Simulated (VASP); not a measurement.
Energy against volume of KBr (rock salt). Calculation: HSE06 screened hybrid, VASP's PBE PAW potentials (set 64) (plane waves; VASP). Run with 520 eV cut-off, 6×6×6 Γ-centred mesh, Gaussian smearing of 0.050 eV, potentials K_sv Br.

```tsv
V (Å³/atom)	E (eV/atom)
34.292	-3.58300
35.423	-3.59043
36.553	-3.59384
37.684	-3.59390
```

### Question
Fit these four points and predict the energy of the run at 38.815 Å³/atom.

### Answer
A cubic in V^(−2/3), the third-order Birch-Murnaghan form, passes through the four points with V0 = 37.13 Å³/atom and B0 = 14 GPa, and gives -3.5912 eV/atom there. The run gave -3.5912 eV/atom, -0.0 meV/atom from the fit; all five points give B0 = 14 GPa.

The compound is KBr in the rock salt structure. It was relaxed first. The cell's shape comes from a PBE relaxation.
